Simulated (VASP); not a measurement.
Wanted: the native input for a VASP 6.6.1 run.

* Task: single point
* Functional: PBE
* Dispersion: D3(BJ)
* Potentials or basis: VASP PAW PBE potentials, release 64 (O, H, N)
* Cutoff: 520 eV
* k mesh: 1 × 1 × 1
* Occupations: fermi-dirac, width 0.05 eV
* Spin: no spin polarisation
* Dipole correction: no
* Further INCAR settings: LREAL = Auto; ALGO = Normal; EDIFF = 1e-06; NBANDS = 45

The structure of H15NO6 lies in POSCAR:

```
H15NO6
1.0
    6.0276500000      0.0000000000      0.0000000000
    0.0000000000      6.0276500000      0.0000000000
    0.0000000000      0.0000000000      6.0276500000
O H N
6 15 1
Direct
    0.0245203355      0.1317097044      0.3797333953
    0.7158013488      0.7059633522      0.7408691613
    0.5973969955      0.3440312560      0.2787155857
    0.6690833078      0.7929624315      0.2792796529
    0.3544665002      0.0196262225      0.0088425838
    0.3336623726      0.3491244515      0.6836826956
   -0.0803961743      0.2513251433      0.4089487611
   -0.0757675047      0.0274070326      0.3074166549
    0.7063946978      0.7382313173      0.5774223785
    0.7769528755      0.8427164815      0.8083913300
    0.4920657304      0.3427538095      0.4121506723
    0.5677336939      0.2134994567      0.1879671182
    0.5536817831      0.8648810067      0.2033130656
    0.6390218410      0.6355710766      0.2618765190
    0.3010294227     -0.1366867685      0.0126085622
    0.2274518262      0.0820386054      0.0838137583
    0.4178411155      0.4149378282      0.8074290976
    0.3043640556      0.1972078671      0.7459457666
    0.0069015288      0.6791203869      0.1373337868
    0.0542334077      0.5243005151     -0.0548804260
    0.2201687225      0.5008917240      0.1649399020
    0.1486649026      0.6081972245      0.0573025972
```

The cell was built by a generator and needn't be a form met in nature.

The input as run:

INCAR

```
SYSTEM = H15NO6
PREC = Accurate ; ENCUT = 520
EDIFF = 1E-6 ; ISMEAR = -1
SIGMA = 0.05 ; LREAL = Auto
LASPH = .True. ; NELM = 60
ALGO = Normal ; ISIF = 2
LWAVE = .False. ; LCHARG = .False.
GGA = PE ; IVDW = 12
NBANDS = 45
```

KPOINTS

```
Automatic mesh
0
Gamma
  1 1 1
  0 0 0
```

Potentials or basis: VASP PAW PBE potentials, release 64 (O, H, N).

The run is started by

```console
$ cat potpaw_PBE.64/O/POTCAR potpaw_PBE.64/H/POTCAR potpaw_PBE.64/N/POTCAR > POTCAR
$ mpirun -np 1 vasp_gam > vasp.out
```

Results of the run:

```yaml
Pressure: 0.0 GPa
Largest_force: 2.699 eV/Å
Band_gap_on_the_k_mesh: 4.45 eV, direct
Dispersion_energy_per_atom: -0.035 eV
```

It took 19 s on 1 thread of Intel(R) Xeon(R) 6975P-C (Granite Rapids), on a shared host, peak memory 0.3 GiB.
